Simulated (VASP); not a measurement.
Input:

```
Mo3Si
1.0
    4.85991     0.00000     0.00000
    0.00000     4.85991     0.00000
    0.00000     0.00000     4.85991
Si Mo
2 6
Cartesian
  2.42995   2.42995   2.42995
  0.00000   0.00000   0.00000
  1.21498   0.00000   2.42995
  2.42995   1.21498   0.00000
  2.42995   3.64493   0.00000
  3.64493   0.00000   2.42995
  0.00000   2.42995   3.64493
  0.00000   2.42995   1.21498
```

Computed with PBEsol GGA, VASP's PBE PAW potentials (set 64) (plane waves; VASP). Run with 400 eV cut-off, 7×7×7 Γ-centred mesh, tetrahedra with Blöchl corrections, potentials Si Mo_sv.

The cores are frozen, which limits the accuracy of field gradients.

Problem. Give the principal components of the electric field gradient (V/Å²) and the asymmetry η at each nucleus.

Solution. 
```json
[
 {"atom": "Si1", "Vxx": "0.0", "Vyy": "0.0", "Vzz": "0.0", "η": "-"},
 {"atom": "Si2", "Vxx": "0.0", "Vyy": "0.0", "Vzz": "0.0", "η": "-"},
 {"atom": "Mo3", "Vxx": "-25.4", "Vyy": "-25.4", "Vzz": "50.7", "η": "0.00"},
 {"atom": "Mo4", "Vxx": "-25.4", "Vyy": "-25.4", "Vzz": "50.7", "η": "0.00"},
 {"atom": "Mo5", "Vxx": "-25.4", "Vyy": "-25.4", "Vzz": "50.7", "η": "0.00"},
 {"atom": "Mo6", "Vxx": "-25.4", "Vyy": "-25.4", "Vzz": "50.7", "η": "0.00"},
 {"atom": "Mo7", "Vxx": "-25.4", "Vyy": "-25.4", "Vzz": "50.7", "η": "0.00"},
 {"atom": "Mo8", "Vxx": "-25.4", "Vyy": "-25.4", "Vzz": "50.7", "η": "0.00"}
]
```

The compound is Mo3Si in the A15 structure. It was relaxed first.
